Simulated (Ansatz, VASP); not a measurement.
**InGa3N4 in two plane-wave programs**

Wanted: the spread between two codes on one cell, functional and k mesh. The cell is taken from a series of runs on this material, whose earlier steps may have relaxed, scaled, displaced or heated it; both programs get it as it stands.

Main program and level: Ansatz 0.2.0; plane waves, with VASP 6.6.1 beside it; G0W0 gap at LDA.

## 1. The starting structure

The structure is trigonal, space group P3m1 (No. 156). The conventional cell has a = 3.306 Å, b = 3.306 Å, c = 10.825 Å, α = 90.00°, β = 90.00°, γ = 120.00°. Nearest to In lie 4 N at 2.10 to 2.20 Å. Ga has 4 N at 1.94 to 2.01 Å nearest. Nearest to Ga lie 4 N at 1.97 to 2.01 Å. Nearest to N lie 1 Ga at 1.94 Å and 3 In at 2.10 Å. Nearest to N lie 4 Ga at 1.97 to 2.01 Å. Farther neighbours and most contacts between anions are not listed.

As a file:

```xyz
8
Lattice="3.3056 0.0000 0.0000 -1.6528 2.8627 0.0000 0.0000 0.0000 10.8252" Properties=species:S:1:pos:R:3 pbc="T T T"
In    0.0000    0.0000   10.8093
Ga    1.6528    0.9542    2.8090
Ga    1.6528    0.9542    7.9891
Ga    0.0000    0.0000    5.3934
N     1.6528    0.9542    0.8656
N     1.6528    0.9542    6.0184
N     0.0000    0.0000    3.4255
N     0.0000    0.0000    8.6079
```

## 2. Ansatz: G0W0 gap, LDA

Ansatz runs on its default PAW (the set named soft_2) files.

Quasiparticle shifts depend on high empty states and on the cores, so they are the hardest test of two PAW sets.

The input, input.yaml:

```yaml
crystal:
  lattice:
    - [3.3056061984, 0.0, 0.0]
    - [-1.6528030992, 2.8627389427, 0.0]
    - [0.0, 0.0, 10.825164]
  atoms:
    - { symbol: In, position: [0.0, 0.0, 0.998534] }
    - { symbol: Ga, position: [0.66666667, 0.33333333, 0.259491] }
    - { symbol: Ga, position: [0.66666667, 0.33333333, 0.738009] }
    - { symbol: Ga, position: [0.0, 0.0, 0.498224] }
    - { symbol: "N", position: [0.66666667, 0.33333333, 0.079963] }
    - { symbol: "N", position: [0.66666667, 0.33333333, 0.555965] }
    - { symbol: "N", position: [0.0, 0.0, 0.316436] }
    - { symbol: "N", position: [0.0, 0.0, 0.795179] }
kpoints:
  mp_grid: { grid: [6, 6, 2] }
hamiltonian:
  xc: lda
scf:
  occupations: { method: fixed }
gw:
  n_empty_bands: 108
  ecut_chi: 60.0
  qp_bands: [v1, c1]
  qp_kpoints: band_edges
  screening: { model: contour_deformation }
```

The run is started by

```console
> ansatz run input.yaml --threads 1 --pin off --max-ram 36864MiB --backend cpu --events-out ev --progress --plain --runs-dir out
```

Numbers of over 12 decimals in the logs are rounded to 6 here.

The log of the run:

```text
Engine: ansatz 0.2.0, aarch64-unknown-linux-gnu
Pseudopotentials: kind: paw
Pseudopotential: In, paw, valence charge 13, recommended cutoff 420 eV (normal), In.paw.azcp
Pseudopotential: Ga, paw, valence charge 13, recommended cutoff 420 eV (normal), Ga.paw.azcp
Pseudopotential: N, paw, valence charge 5, recommended cutoff 420 eV (normal), N.paw.azcp
Functional definition: SPW92
  exchange = slater_x
  correlation = pw_c
Crystal: 8 atoms, lattice volume = 102.439 Å³
Basis set: ecut = 420 eV, 2041 PW (Γ)
Bands: 44, of which v1, the nominal top of the filled ones, is band 36 counted from 1 (35 counted from 0)
Symmetry: 6 space group operations
Space group: P3m1 (ITA 156), of the structure as read, at distance tolerance 4.7e-5 Å
k-points: 14 of 72 (time reversal used)
Non-local potential: In, projectors of the file, l = 0: 2, l = 1: 2, l = 2: 2, l = 3: 2
Non-local potential: Ga, projectors of the file, l = 0: 2, l = 1: 2, l = 2: 3, l = 3: 1
Non-local potential: N, projectors of the file, l = 0: 2, l = 1: 2, l = 2: 1
PAW form: soft (Blöchl's): semilocal exchange-correlation on the pseudo side does not see the compensation charge
PAW frozen core: In, regenerated for the run's functional, and the local potential with it (the file was generated under x = pbe(κ = 0.804, μ = 0.219515), c = pbe(β = 0.066725))
PAW frozen core: Ga, regenerated for the run's functional, and the local potential with it (the file was generated under x = pbe(κ = 0.804, μ = 0.219515), c = pbe(β = 0.066725))
PAW frozen core: N, regenerated for the run's functional, and the local potential with it (the file was generated under x = pbe(κ = 0.804, μ = 0.219515), c = pbe(β = 0.066725))
PAW one-centre angular grid: In, 590 points (default); XC on 64 Gauss nodes
PAW one-centre angular grid: Ga, 590 points (default); XC on 64 Gauss nodes
PAW one-centre angular grid: N, 110 points (default); XC on 64 Gauss nodes
Initial density: superposition of atomic densities (neutral atoms: chi_scale 0, normalization atom), corrected by the library's trained network
Initial wavefunctions: pseudopotential atomic-orbital guess
Functional: x = slater, c = lda
SCF iter   1: F=—  HF=-18076.687671 eV  |F-HF|=—  |Δ(HF+E_count)|=         —  Δρ=1.44e-2  dr2=2.13e-1  ethr=1.77e-3  ⟨swp⟩=5.0  Hψ=1927  notcnv=0  defer=79
preconditioner: auto → Resta (q_TF=auto, 2.573 Å⁻¹)  ε∞=4.9  [insulator: Δε(μ)=0.466 eV  Ē_g=15.714 eV  n_scr=38 (ndim 8)  ℏωp=31.1 eV  f_vac=0.011  ε∞_Penn≈4.9]
SCF iter   2: F=—  HF=-18076.629562 eV  |F-HF|=—  |Δ(HF+E_count)|=   5.81e-2  Δρ=3.90e-3  dr2=8.38e-3  ethr=2.96e-4  ⟨swp⟩=2.1  Hψ=885  notcnv=0  defer=84
SCF iter   3: F=—  HF=-18076.627016 eV  |F-HF|=—  |Δ(HF+E_count)|=   2.55e-3  Δρ=1.69e-3  dr2=1.83e-3  ethr=1.16e-5  ⟨swp⟩=2.1  Hψ=869  notcnv=0  defer=84
SCF iter   4: F=—  HF=-18076.626446 eV  |F-HF|=—  |Δ(HF+E_count)|=   5.71e-4  Δρ=4.79e-4  dr2=2.19e-4  ethr=2.54e-6  ⟨swp⟩=2.1  Hψ=781  notcnv=0  defer=84
SCF iter   5: F=—  HF=-18076.626397 eV  |F-HF|=—  |Δ(HF+E_count)|=   4.84e-5  Δρ=1.49e-4  dr2=2.25e-5  ethr=3.04e-7  ⟨swp⟩=2.0  Hψ=1038  notcnv=0  defer=55
SCF iter   6: F=—  HF=-18076.626394 eV  |F-HF|=—  |Δ(HF+E_count)|=   3.04e-6  Δρ=5.04e-5  dr2=2.79e-6  ethr=3.13e-8  ⟨swp⟩=2.0  Hψ=1029  notcnv=0  defer=46
SCF iter   7: F=—  HF=-18076.626394 eV  |F-HF|=—  |Δ(HF+E_count)|=   2.29e-7  Δρ=2.38e-5  dr2=4.96e-7  ethr=3.88e-9  ⟨swp⟩=2.0  Hψ=1048  notcnv=0  defer=46
SCF iter   8: F=-18076.626394 eV  HF=-18076.626394 eV  |F-HF|=2.41e-9  |Δ(HF+E_count)|=   2.18e-7  Δρ=5.38e-6  dr2=2.73e-8  ethr=1.39e-10  ⟨swp⟩=9.9  Hψ=2444  notcnv=0
SCF 1 converged in 8 iterations: F = -18076.626394 eV  dr2 = 2.73e-8
  greatest PAW one-centre occupation: 0.995 electrons in one spin orbital (limit 2), on the Ga atom at site 2 (counted from 0), in its partial waves of l = 2
NSCF: frozen V_eff on 14 k-points
G₀W₀ screening: q 1/14
[... further progress lines ...]
SCF converged after 8 iterations
Free energy (F): -18076.626394 eV
Harris-Foulkes:  -18076.626394 eV  (|F-HF|=2.41e-9)
Internal energy: -18076.626394 eV  (E = F + TS)
E sigma→0 (E₀):  -18076.626394 eV
Fermi energy:    9.121283 eV
--- Per-component energies (eV) ---
  E_band       = -74.682144
  E_kinetic    = 1107.782069
  E_local      = -7344.458680  (includes V_loc(G=0)·N_el)
  E_nonlocal   = 1851.546404
  E_hartree    = 3268.869644
  E_xc         = -652.337106
  E_vxc        = -574.528007  (∫ρ·V_xc dr)
  E_paw        = -10242.268457  (= ΣΔE_a)
  E_vpaw       = -1652.770683  (= ΣTr[D̂ρ^β])
  E_aug_tail   = 0.000086  (compensation charges beyond the density's cutoff)
  E_ewald      = -6071.550506
  E_core_change = 5.790152  (= ΣΔE_core)
  E_smearing   = -0.000000  (= −TS)
  E_closure    = 0.000000  (closes the sum)
  Σ components = -18076.626394   (vs F -18076.626394, Δ=0.00e0)
--- Band table (eV; the first three rows and the last of 14) ---
  k-point 0: bands = [... 32 lower, 8.4344, 8.7112, 9.1213, 9.1213, 9.7047, 12.0414, 12.2609, 12.4305, ... 4 higher]
  k-point 1: bands = [... 32 lower, 8.5184, 8.5184, 9.1020, 9.1020, 10.7609, 11.3183, 12.2016, 12.6153, ... 4 higher]
  k-point 2: bands = [... 32 lower, 7.7813, 8.1294, 8.5400, 8.8756, 11.1810, 12.9290, 13.2450, 13.4995, ... 4 higher]
  k-point 13: bands = [... 32 lower, 6.5560, 6.8342, 6.8620, 6.9368, 13.8964, 14.5592, 14.6642, 14.8331, ... 4 higher]
--- G₀W₀: contour deformation, 7 samples at zero and on the imaginary axis and 2 off it, 72 q-points, 108 empty bands' worth ---
  eigenvalues of the whole cell's RPA ε∞ on this k-mesh (on a slab, of 1 + 4πα/V) = 10.1706, 14.4879, 14.4879; static W/v taken at q = 0 is 0.075194
  gw.qp_kpoints: band_edges: 9 of 14 stored k-points solved, in 1 pass; an edge of the gap read off the rows below is read off those points alone
    valence top: of the k-points left out ik 8 came nearest to being solved in a further pass, in band 36 (counted from 1, as in the quasiparticle table): it holds the edge there only if its correction is more favourable than any solved in that band by at least 0.981 eV; those differ by 0.154 eV
    conduction bottom: of the k-points left out ik 9 came nearest to being solved in a further pass, in band 37 (counted from 1, as in the quasiparticle table): it holds the edge there only if its correction is more favourable than any solved in that band by at least 2.035 eV; those differ by 0.614 eV
  `?` marks the rows in doubt; gw_qp.tsv's column doubts and the gw_qp event give each row's grounds
    ik  band        ε_KS         Σx   Σc(E_QP)       V_xc       Z   E_QP_lin       E_QP  E_QP is
     0    36      9.1213   -22.8784     3.4341   -19.7178  0.7138     9.3897     9.3947  root
     0    37      9.7047   -11.8853    -2.8974   -15.8202  0.7503    10.5322    10.7422  root ?
     1    36      9.1020   -22.8368     3.4568   -19.6528  0.7134     9.3698     9.3748  root
     1    37     10.7609   -13.1211    -2.5449   -16.8105  0.7367    11.6926    11.9054  root ?
     2    36      8.8756   -22.7530     3.4877   -19.4996  0.7130     9.1060     9.1099  root
     2    37     11.1810   -12.5000    -2.8712   -16.5693  0.7368    12.1660    12.3790  root ?
     3    36      8.8371   -22.6733     3.5156   -19.3885  0.7124     9.0641     9.0679  root
     3    37     11.4175   -12.0716    -3.0631   -16.3606  0.7350    12.4357    12.6434  root ?
     4    36      8.3794   -22.3798     3.5892   -18.9590  0.7108     8.5458     8.5479  root
     4    37     12.2505   -10.5207    -3.6919   -15.4427  0.7393    13.2788    13.4805  root ?
     5    36      8.3015   -22.2417     3.6237   -18.7779  0.7094     8.4594     8.4614  root
     5    37     12.0073   -10.0998    -3.6910   -14.9809  0.7452    12.9880    13.1973  root ?
     6    36      8.1343   -22.1534     3.6311   -18.6650  0.7096     8.2753     8.2769  root
     6    37     12.4203    -9.1365    -3.8728   -14.1322  0.7532    13.3285    13.5432  root ?
     7    36      8.0363   -21.9856     3.6695   -18.4472  0.7080     8.1660     8.1674  root
     7    37     12.3433    -9.3393    -3.8572   -14.3286  0.7533    13.2604    13.4754  root ?
    12    36      7.5687   -21.5354     3.6268   -18.0278  0.7088     7.6867     7.6878  root
    12    37     13.5527    -7.7302    -4.1813   -12.5280  0.7555    14.2431    14.1692  root ?
```

Reading the cycles: dr2 is the Hartree energy of the density residual (eV), the measure of convergence; HF is the Harris–Foulkes estimate of the energy, which meets the free energy F at convergence.

(Continued in part 2 of 2.)

[Lines on the potential files, build, host, timing and source positions are cut from VASP's logs without a mark.]

[Logs are printed without paths, hosts, clocks, repeated set-up lines and the standing remarks that a program may print on its own settings, such as how far it seeks lower states.]

[Hosts, paths, dates, database ids (printed as entryN), source tags and the programs' standing remarks are cut or masked in the printed files.]
